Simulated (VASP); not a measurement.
A run of VASP 6.6.1 is set up as follows.

The input INCAR:

```
SYSTEM = SbW2
  PREC = Accurate
  ENCUT = 600
  EDIFF = 1E-6
  ISMEAR = -1
  SIGMA = 0.05
  LREAL = .False.
  LASPH = .True.
  NELM = 100
  ALGO = Fast
  ISIF = 3
  LWAVE = .False.
  LCHARG = .False.
  GGA = 91
  IBRION = 2
  NSW = 60
  EDIFFG = -0.02
```

The input KPOINTS:

```
regular mesh
0
Gamma
  7 7 7
  0 0 0
```

File POSCAR:

```
SbW2
1.0
    0.0000000000      3.1330100000      3.1330100000
    3.1330100000      0.0000000000      3.1330100000
    3.1330100000      3.1330100000      0.0000000000
Sb W
1 2
Direct
    0.5000000000      0.5000000000      0.5000000000
    0.2500000000      0.2500000000      0.2500000000
    0.7500000000      0.7500000000      0.7500000000
```

Potentials or basis: VASP PAW PBE potentials, release 64 (Sb, W_sv).

Launch:

```sh
$ cat potpaw_PBE.64/Sb/POTCAR potpaw_PBE.64/W_sv/POTCAR > POTCAR
$ mpirun -np 1 vasp_std > vasp.out
```

Task: Estimate the space group after relaxing (to 0.05 Å).

Result: Fm-3m (No. 225).

Task: What does it give for the relaxed cell?

Result: a = 4.440 Å, b = 4.440 Å, c = 4.440 Å, α = 60.00°, β = 60.00°, γ = 60.00°.

Task: What does it give for the relaxed volume?

Result: 20.63 Å³/atom.

Step by step:
| step | energy change (eV) | largest force (eV/Å) | pressure (GPa) | volume (Å³) |
| --- | --- | --- | --- | --- |
| 1 | 0.0000 | 0.0000 | 1.06 | 61.51 |
| 2 | 0.0045 | 0.0000 | -2.16 | 62.72 |
| 3 | -0.0013 | 0.0000 | 0.02 | 61.89 |

Caveat: the bands computed are all filled at some k points, so no gap is given; the PAW data sets were made with another functional, which shifts forces and pressure a little. Spin-orbit coupling is left out, which matters for the levels of Sb, W.
